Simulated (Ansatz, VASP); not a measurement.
# Cross-check of Ge13Sb7S37 (germanium antimony sulfide glass Ge23Sb12S65) between VASP and Ansatz

Wanted: the spread between two codes on one cell, functional and k mesh. Of the first pair: The structure shown is the start of the Ansatz relaxation below; VASP solves that cell, so the two are compared at the walk's first step.

Main program and level: Ansatz 0.2.0; plane waves, with VASP 6.6.1 beside it; single point at PBE.

## Step 1: Starting point

The cell holds 57 atoms: 13 Ge, 7 Sb and 37 S. Its edges and angles: a = 11.604 Å, b = 11.604 Å, c = 11.604 Å, α = 90.0°, β = 90.0°, γ = 90.0°. As first built, before any earlier steps moved the atoms (in the runner's words): 57 atoms (13 Ge, 7 Sb, 37 S) placed at random at 3.17 g/cm^3 and pushed apart to contact distance.

## Step 2: Ansatz: relaxation, PBE

Ansatz runs on its default PAW (the set named soft_2) files.

The two programs are compared at the cell with which this relaxation starts, whose forces are those of its first step.

input.yaml reads:

```yaml
crystal:
  lattice:
    - [11.6038, 0.0, 0.0]
    - [0.0, 11.6038, 0.0]
    - [0.0, 0.0, 11.6038]
  atoms:
    - { symbol: Ge, position: [0.11494, 0.32571, 0.83608] }
    - { symbol: Ge, position: [0.48112, 0.1115, 0.28225] }
    - { symbol: Ge, position: [0.45584, 0.18045, 0.91927] }
    - { symbol: Ge, position: [0.1834, 0.42363, 0.53333] }
    - { symbol: Ge, position: [0.49593, 0.56109, 0.71485] }
    - { symbol: Ge, position: [0.93028, 0.41863, 0.61761] }
    - { symbol: Ge, position: [0.67566, 0.39474, 0.95804] }
    - { symbol: Ge, position: [0.00063, 0.10572, 0.53214] }
    - { symbol: Ge, position: [0.97367, 0.67203, 0.44519] }
    - { symbol: Ge, position: [0.62946, 0.99521, 0.79666] }
    - { symbol: Ge, position: [0.23735, 0.00296, 0.71247] }
    - { symbol: Ge, position: [0.00202, 0.9989, 0.80167] }
    - { symbol: Ge, position: [0.30555, 0.66651, 0.68425] }
    - { symbol: Sb, position: [0.2189, 0.91581, 0.46362] }
    - { symbol: Sb, position: [0.55062, 0.85117, 0.55999] }
    - { symbol: Sb, position: [0.92368, 0.07099, 0.07911] }
    - { symbol: Sb, position: [0.77036, 0.5602, 0.28261] }
    - { symbol: Sb, position: [0.05904, 0.58804, 0.14923] }
    - { symbol: Sb, position: [0.67643, 0.14093, 0.56042] }
    - { symbol: Sb, position: [0.43106, 0.58287, 0.24961] }
    - { symbol: S, position: [0.04332, 0.82124, 0.54672] }
    - { symbol: S, position: [0.49024, 0.87351, 0.35262] }
    - { symbol: S, position: [0.07442, 0.14262, 0.93663] }
    - { symbol: S, position: [0.54562, 0.52996, 0.89941] }
    - { symbol: S, position: [0.86582, 0.51062, 0.09969] }
    - { symbol: S, position: [0.36277, 0.05032, 0.1271] }
    - { symbol: S, position: [0.34685, 0.77961, 0.97016] }
    - { symbol: S, position: [0.24665, 0.39354, 0.9772] }
    - { symbol: S, position: [0.1479, 0.39031, 0.11993] }
    - { symbol: S, position: [0.60605, 0.61322, 0.14623] }
    - { symbol: S, position: [0.8611, 0.17293, 0.66477] }
    - { symbol: S, position: [0.60204, 0.64763, 0.56728] }
    - { symbol: S, position: [0.75947, 0.23963, 0.37586] }
    - { symbol: S, position: [0.15518, 0.54475, 0.69895] }
    - { symbol: S, position: [0.94549, 0.43677, 0.81186] }
    - { symbol: S, position: [0.63009, 0.24958, 0.82707] }
    - { symbol: S, position: [0.56669, 0.30685, 0.15038] }
    - { symbol: S, position: [0.38774, 0.42198, 0.47931] }
    - { symbol: S, position: [0.41649, 0.06213, 0.71693] }
    - { symbol: S, position: [0.87034, 0.61041, 0.60022] }
    - { symbol: S, position: [0.6156, 0.80625, 0.84039] }
    - { symbol: S, position: [0.87082, 0.7524, 0.30482] }
    - { symbol: S, position: [0.40222, 0.3711, 0.16149] }
    - { symbol: S, position: [0.46901, 0.39168, 0.629] }
    - { symbol: S, position: [0.60809, 0.95131, 0.24226] }
    - { symbol: S, position: [0.29174, 0.7018, 0.12962] }
    - { symbol: S, position: [0.05995, 0.51283, 0.35847] }
    - { symbol: S, position: [0.91561, 0.15168, 0.34719] }
    - { symbol: S, position: [0.0899, 0.9927, 0.21925] }
    - { symbol: S, position: [0.21001, 0.11924, 0.20632] }
    - { symbol: S, position: [0.60845, 0.86886, 0.02556] }
    - { symbol: S, position: [0.23505, 0.79666, 0.81879] }
    - { symbol: S, position: [0.14777, 0.22519, 0.67456] }
    - { symbol: S, position: [0.737, 0.95109, 0.51087] }
    - { symbol: S, position: [0.90285, 0.90667, 0.94092] }
    - { symbol: S, position: [0.62842, 0.04329, 0.98187] }
    - { symbol: S, position: [0.3235, 0.73438, 0.49848] }
kpoints:
  mp_grid: { grid: [1, 1, 1] }
hamiltonian:
  xc: pbe
scf:
  occupations: { method: fermi_dirac, width: 0.05 }
output:
  forces: true
  stress: true
relax:
  f_tol: 0.04
  max_steps: 60
  cell: { stress_tol: 0.1, fix: [alpha, beta, gamma] }
```

Run with:

```console
$ ansatz run input.yaml --threads 8 --pin off --max-ram 15360MiB --backend cpu --events-out ev --progress --plain --runs-dir out
```

Numbers of over 12 decimals in the logs are rounded to 6 here.

The program printed:

```text
The last accepted step is kept in <dir> (removed where the run ends without a failure and the disk answers)
Engine: ansatz 0.2.0, x86_64-unknown-linux-gnu
Pseudopotentials: kind: paw
Pseudopotential: Ge, paw, valence charge 14, recommended cutoff 420 eV (normal), Ge.paw.azcp
Pseudopotential: Sb, paw, valence charge 15, recommended cutoff 420 eV (normal), Sb.paw.azcp
Pseudopotential: S, paw, valence charge 6, recommended cutoff 420 eV (normal), S.paw.azcp
Functional definition: PBE
  parameter kappa = 0.804
  parameter beta = 0.066725
  exchange = pbe_x(kappa = kappa, mu = beta*pi^2/3)
  correlation = pbe_c(beta = beta)
Crystal: 57 atoms, lattice volume = 1562.430 Å³
Basis set: ecut = 420 eV, 30551 PW (Γ), exchange–correlation on 160×160×160 points (8 copies of the dense FFT grid, shifted against one another)
Bands: 312, of which v1, the nominal top of the filled ones, is band 255 counted from 1 (254 counted from 0)
Symmetry: 1 space group operations
Space group: P1 (ITA 1), of the structure as read, at distance tolerance 1.2e-4 Å
k-points: 1
Non-local potential: Ge, projectors of the file, l = 0: 2, l = 1: 2, l = 2: 3, l = 3: 1
Non-local potential: Sb, projectors of the file, l = 0: 2, l = 1: 2, l = 2: 2, l = 3: 2
Non-local potential: S, projectors of the file, l = 0: 2, l = 1: 2, l = 2: 2
PAW form: soft (Blöchl's): semilocal exchange-correlation on the pseudo side does not see the compensation charge
PAW one-centre angular grid: Ge, 590 points (default); XC on 64 Gauss nodes
PAW one-centre angular grid: Sb, 590 points (default); XC on 64 Gauss nodes
PAW one-centre angular grid: S, 110 points (default); XC on 64 Gauss nodes
Initial density: superposition of atomic densities (neutral atoms: chi_scale 0, normalization atom), corrected by the library's trained network
Initial wavefunctions: pseudopotential atomic-orbital guess
Functional: x = pbe(κ = 0.804, μ = 0.219515), c = pbe(β = 0.066725)
SCF iter   1: F=—  HF=-134603.678311 eV  |F-HF|=—  |Δ(HF+E_count)|=         —  Δρ=3.84e-3  dr2=5.49e-1  ethr=1.77e-3  ⟨swp⟩=6.0  Hψ=1213  notcnv=0
preconditioner: auto → LDOS  [insulator: Δε(μ)=0.639 eV  Ē_g=8.637 eV  σ=0.050 eV  W_gap=0.50  n_scr=304 (ndim 8)  ℏωp=16.5 eV  f_vac=0.115  D(μ)=10.17/eV (n_scr^D=32)  ε∞_Penn≈4.7  β→1.0]
SCF iter   2: F=—  HF=-134603.757543 eV  |F-HF|=—  |Δ(HF+E_count)|=   7.92e-2  Δρ=4.11e-3  dr2=8.51e-1  ethr=1.08e-4  ⟨swp⟩=3.0  Hψ=544  notcnv=0  defer=42
SCF iter   3: F=—  HF=-134603.598181 eV  |F-HF|=—  |Δ(HF+E_count)|=   1.59e-1  Δρ=1.50e-3  dr2=1.18e-1  ethr=1.08e-4  ⟨swp⟩=5.0  Hψ=460  notcnv=0  defer=42
SCF iter   4: F=—  HF=-134603.576021 eV  |F-HF|=—  |Δ(HF+E_count)|=   2.22e-2  Δρ=5.49e-4  dr2=1.58e-2  ethr=2.31e-5  ⟨swp⟩=2.0  Hψ=500  notcnv=0  defer=41
SCF iter   5: F=—  HF=-134603.573401 eV  |F-HF|=—  |Δ(HF+E_count)|=   2.62e-3  Δρ=2.54e-4  dr2=3.10e-3  ethr=3.10e-6  ⟨swp⟩=2.0  Hψ=424  notcnv=0  defer=41
SCF iter   6: F=—  HF=-134603.572973 eV  |F-HF|=—  |Δ(HF+E_count)|=   4.28e-4  Δρ=1.40e-4  dr2=8.41e-4  ethr=6.09e-7  ⟨swp⟩=2.0  Hψ=396  notcnv=0  defer=41
SCF iter   7: F=—  HF=-134603.572846 eV  |F-HF|=—  |Δ(HF+E_count)|=   1.27e-4  Δρ=6.66e-5  dr2=2.03e-4  ethr=1.65e-7  ⟨swp⟩=2.0  Hψ=369  notcnv=0  defer=41
SCF iter   8: F=—  HF=-134603.572915 eV  |F-HF|=—  |Δ(HF+E_count)|=   6.89e-5  Δρ=3.34e-5  dr2=5.01e-5  ethr=3.99e-8  ⟨swp⟩=2.0  Hψ=370  notcnv=0  defer=41
SCF iter   9: F=—  HF=-134603.573086 eV  |F-HF|=—  |Δ(HF+E_count)|=   1.71e-4  Δρ=1.98e-5  dr2=1.92e-5  ethr=9.84e-9  ⟨swp⟩=2.0  Hψ=371  notcnv=0  defer=41
SCF iter  10: F=—  HF=-134603.573084 eV  |F-HF|=—  |Δ(HF+E_count)|=   2.37e-6  Δρ=1.15e-5  dr2=5.79e-6  ethr=3.77e-9  ⟨swp⟩=2.0  Hψ=389  notcnv=0  defer=41
SCF iter  11: F=—  HF=-134603.573083 eV  |F-HF|=—  |Δ(HF+E_count)|=   7.72e-7  Δρ=6.15e-6  dr2=1.59e-6  ethr=1.14e-9  ⟨swp⟩=2.0  Hψ=357  notcnv=0  defer=41
SCF iter  12: F=—  HF=-134603.573083 eV  |F-HF|=—  |Δ(HF+E_count)|=   7.08e-8  Δρ=2.94e-6  dr2=3.89e-7  ethr=3.12e-10  ⟨swp⟩=2.0  Hψ=389  notcnv=0  defer=41
SCF iter  13: F=-134603.573083 eV  HF=-134603.573083 eV  |F-HF|=5.84e-8  |Δ(HF+E_count)|=   4.03e-8  Δρ=1.48e-6  dr2=8.29e-8  ethr=1.96e-11  ⟨swp⟩=3.0  Hψ=984  notcnv=0
SCF 1 converged in 13 iterations: F = -134603.573083 eV  dr2 = 8.29e-8
  greatest PAW one-centre occupation: 0.999 electrons in one spin orbital (limit 2), on the Ge atom at site 8 (counted from 0), in its partial waves of l = 2
relax step   1: F+E_penalty+E_count = -134603.57308258 eV  Δ(F+E_penalty+E_count) = +0.000e0 eV  max|allowed force component| = 1.822e0 eV/Å  Δτ_max = 0.0000 Å  P = +0.674 GPa  Ω = 1562.430 Å³  fix = [alpha, beta, gamma]  reactions: alpha -0.457, beta -0.111, gamma +0.032 GPa/rad  (13 SCF iters, dr2 threshold 1.00e-7 eV, accepted)
Crystal: 57 atoms, lattice volume = 1601.737 Å³
[...]
E_hartree    = 29741.182085
  E_xc         = -5509.333235
  E_vxc        = -4697.510841  (∫ρ·V_xc dr)
  E_paw        = -80462.285119  (= ΣΔE_a)
  E_vpaw       = -7648.500619  (= ΣTr[D̂ρ^β])
  E_aug_tail   = 0.004059  (compensation charges beyond the density's cutoff)
  E_ewald      = -26076.292436
  E_smearing   = -0.069399  (= −TS)
  E_closure    = -0.000000  (closes the sum)
  Σ components = -134608.119107   (vs F -134608.119107, Δ=0.00e0)
--- Forces (eV/Å), atoms counted from 1 ---
  atom   1  Ge    -0.00084462    -0.00015865    -0.00729790
  atom   2  Ge    -0.00118740     0.02807477     0.00305567
  atom   3  Ge    -0.00136080     0.00551327    -0.01085070
  atom   4  Ge    -0.00550905     0.00253965    -0.00163784
  atom   5  Ge    -0.00881476     0.01428838     0.00955086
  atom   6  Ge     0.00028961    -0.00228580     0.00096493
  atom   7  Ge     0.00797967     0.01770108     0.00135401
  atom   8  Ge    -0.02436192     0.01720867     0.01085474
  atom   9  Ge     0.00343068    -0.00255774    -0.00347933
  atom  10  Ge    -0.00654454     0.01756612    -0.03487834
  atom  11  Ge    -0.00584336     0.01435310     0.00791020
  atom  12  Ge     0.00734079    -0.01039364     0.02028497
  atom  13  Ge     0.02358097    -0.01317282    -0.00704417
  atom  14  Sb    -0.00413567    -0.00013360     0.00508881
  atom  15  Sb    -0.00283792    -0.01064822    -0.00695179
  atom  16  Sb     0.01343326     0.00218184    -0.00886196
  atom  17  Sb    -0.02050618    -0.00443278     0.02503234
  atom  18  Sb    -0.00429598    -0.00181688     0.00309547
  atom  19  Sb    -0.01066195    -0.02608319     0.03230869
  atom  20  Sb     0.01030893    -0.00993106     0.03567129
  atom  21  S      0.00405387    -0.00654192    -0.00535353
  atom  22  S      0.02255740    -0.01374925     0.00818553
  atom  23  S     -0.00676847    -0.00283251     0.00376108
  atom  24  S     -0.01446016    -0.02142904    -0.02274943
[...]
atom  50  S     -0.00043434     0.01395806     0.00127741
  atom  51  S      0.01087893     0.00453646     0.02120266
  atom  52  S     -0.00619789     0.00310488    -0.00684606
  atom  53  S      0.00639456    -0.00034648     0.00040780
  atom  54  S     -0.00732721    -0.00159481    -0.00031578
  atom  55  S     -0.00063255    -0.00584073    -0.00492806
  atom  56  S     -0.00360349    -0.00344406    -0.00251571
  atom  57  S      0.00488850    -0.00218603     0.00689499
  max |Σ_I F_I| component: 7.06e-6 eV/Å
--- Stress (GPa, compression-positive) ---
        0.024471      -0.070562      -0.224146
       -0.070562       0.020095       0.096660
       -0.224146       0.096660      -0.009275
  P = ⅓ Tr σ = 0.0118 GPa (0.118 kbar)
--- Relaxed structure (46 steps of the walk, 43 accepted, 1 SCFs on fresh bases) ---
  F+E_penalty+E_count = -134608.11910670 eV   max|allowed force component| = 3.567e-2 eV/Å   (the final SCF, on the basis selected at the relaxed cell)
  cell:  # Å, volume = 1694.6459 Å³
    - [12.370946, 0, 0]
    - [0, 12.125282, 0]
    - [0, 0, 11.297548]
  atoms:
    - { symbol: Ge, position: [0.070582, 0.338724, 0.823050] }
    - { symbol: Ge, position: [0.429690, 0.018703, 0.328509] }
    - { symbol: Ge, position: [0.479190, 0.209979, 0.934374] }
    - { symbol: Ge, position: [0.144679, 0.410607, 0.521645] }
    - { symbol: Ge, position: [0.478014, 0.523639, 0.681812] }
    - { symbol: Ge, position: [0.935290, 0.429595, 0.584947] }
    - { symbol: Ge, position: [0.661942, 0.418714, 0.929623] }
    - { symbol: Ge, position: [0.032573, 0.109956, 0.548474] }
    - { symbol: Ge, position: [0.972603, 0.691229, 0.435169] }
    - { symbol: Ge, position: [0.610538, 0.988942, 0.801812] }
    - { symbol: Ge, position: [0.268051, -0.037066, 0.743379] }
    - { symbol: Ge, position: [0.048830, 1.020807, 0.821078] }
    - { symbol: Ge, position: [0.304331, 0.631495, 0.655190] }
    - { symbol: Sb, position: [0.212262, 0.910893, 0.505122] }
    - { symbol: Sb, position: [0.552854, 0.806781, 0.598509] }
    - { symbol: Sb, position: [0.961042, 0.116373, 0.091650] }
    - { symbol: Sb, position: [0.740137, 0.562316, 0.298831] }
    - { symbol: Sb, position: [0.012959, 0.578147, 0.144069] }
    - { symbol: Sb, position: [0.697345, 0.091460, 0.618565] }
    - { symbol: Sb, position: [0.435740, 0.582830, 0.211045] }
    - { symbol: S, position: [0.023254, 0.841778, 0.539669] }
    - { symbol: S, position: [0.490865, 0.831864, 0.333842] }
    - { symbol: S, position: [0.098810, 0.184949, 0.945286] }
    - { symbol: S, position: [0.517962, 0.536588, 0.871041] }
    - { symbol: S, position: [0.866350, 0.445645, 0.182883] }
    - { symbol: S, position: [0.346349, 0.020988, 0.143221] }
    - { symbol: S, position: [0.380093, 0.778912, 0.946640] }
    - { symbol: S, position: [0.171383, 0.466076, 0.924028] }
    - { symbol: S, position: [0.144182, 0.424094, 0.100132] }
    - { symbol: S, position: [0.617600, 0.615208, 0.126418] }
    - { symbol: S, position: [0.900836, 0.078276, 0.695647] }
    - { symbol: S, position: [0.598205, 0.603380, 0.559148] }
    - { symbol: S, position: [0.815935, 0.309058, 0.490998] }
    - { symbol: S, position: [0.141257, 0.551920, 0.666110] }
    - { symbol: S, position: [0.902424, 0.395079, 0.786750] }
    - { symbol: S, position: [0.617392, 0.260197, 0.807785] }
    - { symbol: S, position: [0.555711, 0.328022, 0.099692] }
    - { symbol: S, position: [0.341825, 0.403713, 0.463706] }
    - { symbol: S, position: [0.452831, 0.032300, 0.697367] }
    - { symbol: S, position: [0.861183, 0.603013, 0.562304] }
    - { symbol: S, position: [0.621628, 0.807935, 0.816827] }
    - { symbol: S, position: [0.855771, 0.733923, 0.284368] }
    - { symbol: S, position: [0.402651, 0.396388, 0.118584] }
    - { symbol: S, position: [0.434177, 0.354305, 0.604045] }
[...]
- { symbol: S, position: [0.247023, 0.147654, 0.202052] }
    - { symbol: S, position: [0.602701, 0.897550, 0.069135] }
    - { symbol: S, position: [0.266323, 0.766501, 0.807595] }
    - { symbol: S, position: [0.151120, 0.254370, 0.665624] }
    - { symbol: S, position: [0.713374, 0.906804, 0.518044] }
    - { symbol: S, position: [0.965261, 0.941977, 0.984413] }
    - { symbol: S, position: [0.623244, 0.058111, 0.993706] }
    - { symbol: S, position: [0.310149, 0.730890, 0.486812] }
```

(Part 1 of 3 ends here.)

[Lines on the potential files, build, host, timing and source positions are cut from VASP's logs without a mark.]

[Logs are printed without paths, hosts, clocks, repeated set-up lines and the standing remarks that a program may print on its own settings, such as how far it seeks lower states.]

[Hosts, paths, dates, database ids (printed as entryN), source tags and the programs' standing remarks are cut or masked in the printed files.]
